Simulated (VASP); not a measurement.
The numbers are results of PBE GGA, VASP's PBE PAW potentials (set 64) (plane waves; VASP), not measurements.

Input for VASP

INCAR:
```
SYSTEM = CdSe
PREC = Accurate; ENCUT = 300; LREAL = F
LASPH = T
EDIFF = 1E-6; NELM = 100; ALGO = Normal
LMAXMIX = 4
ISMEAR = -1; SIGMA = 0.05
GGA = PE
ISIF = 2
LWAVE = F; LCHARG = F
```

**POSCAR**
```
CdSe
1
    0.0000000000     3.0250000000     3.0250000000
    3.0250000000     0.0000000000     3.0250000000
    3.0250000000     3.0250000000     0.0000000000
Cd Se
1 1
Direct
  0.0000000000   0.0000000000   0.0000000000
  0.2500000000   0.2500000000   0.2500000000
```

**KPOINTS**
```
Automatic mesh
0
Gamma
4 4 4
0 0 0
```

POTCAR, in this order: Cd Se (PBE.64 set). Program: vasp_std.

Question: What will the output report for the number of irreducible k-points (NKPTS), largest plane-wave count, number of space-group operations, FFT grid (NGX, NGY, NGZ)?

Answer: 
| Quantity | Value |
|---|---|
| number of irreducible k-points (NKPTS) | 8 |
| largest plane-wave count | 656 |
| number of space-group operations | 24 |
| FFT grid (NGX, NGY, NGZ) | 24 × 24 × 24 |

The structure is a typed CdSe crystal (F-43m). The cell was not relaxed at this level. The k-mesh is coarse (spacing up to 0.45 per Å, 2π included), so the numbers may not be converged in it. The run is one of a series of settings (KPOINTS 4×4×4 Γ-centred mesh against the base run), some of them coarse on purpose.
